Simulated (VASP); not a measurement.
Data:

```
MgSe
1.0
    0.00000     2.74460     2.74460
    2.74460     0.00000     2.74460
    2.74460     2.74460     0.00000
Mg Se
1 1
Direct
  0.00000   0.00000   0.00000
  0.50000   0.50000   0.50000
```

Computed with revPBE GGA, VASP's PBE PAW potentials (set 64) (plane waves; VASP 6.6.1). Settings: 520 eV cut-off, 8×8×8 Γ-centred mesh, Gaussian smearing of 0.050 eV, potentials Mg Se.

**Question.** Give the stress tensor in GPa (positive for a compressed cell).

**Answer.** 
```
1.91  0.00  0.00
0.00  1.91  0.00
0.00  0.00  1.91
```
The pressure is its mean diagonal, 1.91 GPa.

The compound is MgSe in the rock salt structure. This cell is one point of a volume scan, at 0.97 of the reference volume.
